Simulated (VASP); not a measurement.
# TaO2 (P4_2/mnm) in VASP: single point with LDA

Aim: the single point of TaO2 with LDA.

All numbers are computed with VASP 6.6.1; they aren't measurements. Logs are shortened: lines on timing, memory, paths and dates and some standing lists are left out, and cuts for length are marked.

**1. The structure**

It takes space group P4_2/mnm (No. 136, tetragonal). Conventional cell: a = 5.007 Å, b = 5.007 Å, c = 2.876 Å, α = 90.00°, β = 90.00°, γ = 90.00°. Ta (site symmetry mmm) is surrounded by 6 O at 2.02 to 2.09 Å. Around O (site symmetry m2m) lie 3 Ta at 2.02 to 2.09 Å.

The cell comes from a database or a generator and needn't be the stable form of this composition.

**2. Single point, LDA**

The input, INCAR:

```
SYSTEM = TaO2
ALGO = Normal
EDIFF = 1E-6
ENCUT = 520
ISIF = 2
ISMEAR = 1
LASPH = .TRUE.
LCHARG = .FALSE.
LREAL = .FALSE.
LWAVE = .FALSE.
NBANDS = 32
NELM = 100
PREC = Accurate
SIGMA = 0.1
```

The input, KPOINTS:

```
k-points
0
G
  5 5 8
  0 0 0
```

The input, POSCAR:

```
TaO2
1.0
    5.0071460000      0.0000000000      0.0000000000
    0.0000000000      5.0071460000      0.0000000000
    0.0000000000      0.0000000000      2.8761010000
Ta O
2 4
Direct
    0.0000000000      0.0000000000      0.5000000000
    0.5000000000      0.5000000000      0.0000000000
    0.7147240000      0.2852760000      0.5000000000
    0.2852760000      0.7147240000      0.5000000000
    0.2147240000      0.2147240000      0.0000000000
    0.7852760000      0.7852760000      0.0000000000
```

Potentials or basis: VASP PAW LDA potentials, release 64 (Ta_pv, O).

Launch:

```console
$ cat potpaw_LDA.64/Ta_pv/POTCAR potpaw_LDA.64/O/POTCAR > POTCAR
$ mpirun -np 1 vasp_std > vasp.out
```

OUTCAR:

```text
SYSTEM = TaO2
   EDIFF = 1E-6
   ENCUT = 520
   ISIF = 2
   ISMEAR = 1
   LASPH = .TRUE.
   LREAL = .FALSE.
   NELM = 100
   PREC = Accurate

 ion  position               nearest neighbor table
   1  0.000  0.000  0.500-   3 2.02   4 2.02   5 2.09   6 2.09   5 2.09   6 2.09
   2  0.500  0.500  0.000-   5 2.02   6 2.02   3 2.09   4 2.09   3 2.09   4 2.09
   3  0.715  0.285  0.500-   1 2.02   2 2.09   2 2.09
   4  0.285  0.715  0.500-   1 2.02   2 2.09   2 2.09
   5  0.215  0.215  0.000-   2 2.02   1 2.09   1 2.09
   6  0.785  0.785  0.000-   2 2.02   1 2.09   1 2.09

  LATTYP: Found a simple tetragonal cell.
 ALAT       =     5.0071460000
 C/A-ratio  =     0.5743992686

  Lattice vectors:

 A1 = (   5.0071460000,   0.0000000000,   0.0000000000)
 A2 = (   0.0000000000,   5.0071460000,   0.0000000000)
 A3 = (   0.0000000000,   0.0000000000,   2.8761010000)

Analysis of symmetry for initial positions (statically):
=====================================================================
 Subroutine PRICEL returns:
 Original cell was already a primitive cell.

 Routine SETGRP: Setting up the symmetry group for a
 simple tetragonal supercell.

 Subroutine GETGRP returns: Found 16 space group operations
 (whereof  8 operations were pure point group operations)
 out of a pool of 16 trial point group operations.

The static configuration has the point symmetry D_2h.
 The point group associated with its full space group is D_4h.

Analysis of symmetry for dynamics (positions and initial velocities):
=====================================================================
 Subroutine PRICEL returns:
 Original cell was already a primitive cell.

 Routine SETGRP: Setting up the symmetry group for a
 simple tetragonal supercell.

 Subroutine GETGRP returns: Found 16 space group operations
 (whereof  8 operations were pure point group operations)
 out of a pool of 16 trial point group operations.

The dynamic configuration has the point symmetry D_2h.
 The point group associated with its full space group is D_4h.

 Subroutine INISYM returns: Found 16 space group operations
 (whereof  8 operations are pure point group operations),
 and found     1 'primitive' translations

----------------------------------------------------------------------------------------

                                     Primitive cell

  volume of cell :      72.1082

  direct lattice vectors                    reciprocal lattice vectors
     5.007146000  0.000000000  0.000000000     0.199714568  0.000000000  0.000000000
[... 100 lines left out ...]
   ISIF   =      2    stress and relaxation
   ISYM   =      2    0-nonsym 1-usesym 2-fastsym
   POTIM  = 0.5000    time-step for ionic-motion
   TEBEG  =    0.0;   TEEND  =   0.0 temperature during run
   PSTRESS=    0.0 pullay stress
   NELECT =      46.0000    total number of electrons
   NUPDOWN=      -1.0000    fix difference up-down
   EMIN   =  10.00;   EMAX   =-10.00  energy-range for DOS
   EFERMI =   0.00;   METHOD = LEGACY
   ISMEAR =     1;   SIGMA  =   0.10  broadening in eV -4-tet -1-fermi 0-gaus
   EFERMI_NEDOS =   21; number of points for ismear=-14 and -15
   IALGO  =     38    algorithm
   IMIX   =      4    mixing-type and parameters
     AMIX     =   0.40;   BMIX     =  1.00
     AMIX_MAG =   1.60;   BMIX_MAG =  1.00
  volume/ion in A,a.u.               =      12.02        81.10
  Fermi-wavevector in a.u.,A,eV,Ry     =   1.409286  2.663165 27.022366  1.986088
  Thomas-Fermi vector in A             =   2.531358
   LORBIT       =      0    0 simple, 1 ext, 2 COOP (PROOUT), +10 PAW based schemes
   GGA     = CA    functional components
   LHFCALC =     F    Hartree Fock is set to
   AEXX    =    0.0000 exact exchange contribution
   IVDW    =     0    specifies the selected vdW correction
   LEPSILON=     F    determine dielectric tensor
   LRPA    =     F    only Hartree local field effects (RPA)
 non-spin polarized calculation
 Methfessel and Paxton  Order N= 1 SIGMA  =   0.10
  energy-cutoff  :      520.00
  volume of cell :       72.11
 maximum number of plane-waves:      1967
 NGX is ok and might be reduce to    40
   NGX = 19   NGY = 19   NGZ = 11

 number of electron      45.9999994 magnetization

 Free energy of the ion-electron system (eV)
  ---------------------------------------------------
  ext. energy  EPLUGINS =         0.00000000
  ---------------------------------------------------
  free energy    TOTEN  =       -64.52408210 eV

  energy without entropy =      -64.52383335  energy(sigma->0) =      -64.52399918

 E-fermi :   5.1065     XC(G=0): -11.7978

 val. band max:        5.0434137294   @ k =   0.4000   0.2000   0.5000
 cond. band min:       5.1453812541   @ k =   0.4000   0.0000   0.3750
 fundamental gap:      0.1019675247
 Fermi energy:         5.1064557152

 k-point     1 :       0.0000    0.0000    0.0000
  band No.  band energies     occupation
      1     -31.1705      2.00000
      2     -31.1705      2.00000
      3     -30.8599      2.00000
      4     -30.8599      2.00000
      5     -30.5332      2.00000
      6     -30.5068      2.00000
[... 829 lines left out ...]
     31      11.4222      0.00000
     32      11.8224      0.00000

 [... further k-points ...]

------------------------ aborting loop because EDIFF is reached ----------------------------------------

  FORCE on cell =-STRESS in cart. coord.  units (eV):
  Direction    XX          YY          ZZ          XY          YZ          ZX
  --------------------------------------------------------------------------------------
  -------------------------------------------------------------------------------------
  Total       -5.7349077     -5.7349077     -5.9580422      0.0000000      0.0000000      0.0000000
  in kB     -127.4243340   -127.4243340   -132.3821749      0.0000000      0.0000000      0.0000000
  external PRESSURE =    -129.0769476 kB  Pullay stress =       0.0000000 kB

 VOLUME and BASIS-vectors are now :
 -----------------------------------------------------------------------------
  energy-cutoff  :      520.00
  volume of cell :       72.11
      direct lattice vectors                 reciprocal lattice vectors
     5.007146000  0.000000000  0.000000000     0.199714568  0.000000000  0.000000000
     0.000000000  5.007146000  0.000000000     0.000000000  0.199714568  0.000000000
     0.000000000  0.000000000  2.876101000     0.000000000  0.000000000  0.347692936

 POSITION                                       TOTAL-FORCE (eV/Angst)
 -----------------------------------------------------------------------------------
      0.00000      0.00000      1.43805         0.000000     -0.000000     -0.000000
      2.50357      2.50357      0.00000         0.000000     -0.000000     -0.000000
      3.57873      1.42842      1.43805        -0.169700      0.169700     -0.000000
      1.42842      3.57873      1.43805         0.169700     -0.169700     -0.000000
      1.07515      1.07515      0.00000        -0.169700     -0.169700     -0.000000
      3.93199      3.93199      0.00000         0.169700      0.169700      0.000000
 -----------------------------------------------------------------------------------
    total drift:                               -0.000000      0.000000      0.000000

  FREE ENERGIE OF THE ION-ELECTRON SYSTEM (eV)
  ---------------------------------------------------
  free  energy   TOTEN  =       -64.5240820984 eV

  energy  without entropy=      -64.5238333455  energy(sigma->0) =      -64.52399918
```

stdout:

```text
POSCAR found type information on POSCAR TaO
 POSCAR found :  2 types and       6 ions
 scaLAPACK will be used
 LDA part: xc-table for (Slater(with rela. corr.)+CA(PZ))
 , standard interpolation
 POSCAR, INCAR and KPOINTS ok, starting setup
 FFT: planning ... GRIDC
 FFT: planning ... GRID_SOFT
 FFT: planning ... GRID
 WAVECAR not read
 entering main loop
```

Run time: 55 s. Hardware: 1 thread of Intel Xeon Platinum 8488C (Sapphire Rapids), shared host; peak memory 0.19 GiB.

What came out:

```
Free energy            : -64.5241 eV
Pressure               : -12.9 GPa
Largest force          : 0.240 eV/Å
Band gap on the k mesh : none (metal or under the smearing width)
```

Forces on the atoms (eV/Å):
```
Ta   0.000  0.000  0.000
Ta   0.000  0.000  0.000
O   -0.170  0.170  0.000
O    0.170 -0.170  0.000
O   -0.170 -0.170  0.000
O    0.170  0.170  0.000
```

Stress tensor (GPa, compression positive):
```
-12.74   0.00   0.00
  0.00 -12.74   0.00
  0.00   0.00 -13.24
```

Levels at points of the mesh, in eV from the Fermi level:
| k point | band 20 | band 21 | band 22 | band 23 | band 24 | band 25 | band 26 | band 27 |
| --- | --- | --- | --- | --- | --- | --- | --- | --- |
| (0.00, 0.00, 0.00) | -3.82 | -3.54 | -3.02 | -1.75 | -1.36 | 0.39 | 1.67 | 1.67 |
| (0.00, 0.00, 0.50) | -5.26 | -4.27 | -4.27 | 1.11 | 1.11 | 1.55 | 1.55 | 4.16 |

Spin-orbit coupling is left out, which matters for the levels of Ta.
